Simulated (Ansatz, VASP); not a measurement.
# Al5C3 in VASP and in Ansatz

```xyz
8
Lattice="-3.0425 3.0425 3.0425 3.0425 -3.0425 3.0425 3.0425 3.0425 -3.0425" Properties=species:S:1:pos:R:3 pbc="T T T"
Al    0.0000    0.0000    0.0000
Al    1.5212    1.5212   -1.5212
Al    1.5212   -1.5212    1.5212
Al   -1.5212    1.5212    1.5212
Al    1.5212    1.5212    1.5212
C     3.0425    0.0000    0.0000
C     0.0000    0.0000    3.0425
C     0.0000    3.0425    0.0000
```

Change from the starting cell: species swapped into the Fe5Co3 type (Im-3m, No. 229).

Alike in both runs: task single point; functional PBE; k mesh 4 × 4 × 4; occupations gaussian, width 0.1 eV; no spin polarisation.

|  | VASP | Ansatz |
| --- | --- | --- |
| version | VASP 6.6.1 | Ansatz 0.2.0 |
| potentials or method | VASP PAW PBE potentials, release 64 (Al, C) | scalar-relativistic, plane waves, PAW |
| plane-wave cutoff (eV) | 520 | 420 |
| valence electrons in the cell | 27 | 27 |

```csv
,VASP,Ansatz,Ansatz less VASP
gap on the k mesh at the Fermi level (eV),none,none,-
pressure (GPa),-13.6,-13.6,+0.02
```

A gap of «none» marks a metal or a gap that the smearing closes. The functional is the same, so the differences come from potentials, cutoffs and numerics.

Caveats: the k mesh is coarse (spacing up to 0.37 Å⁻¹), so the values aren't converged.
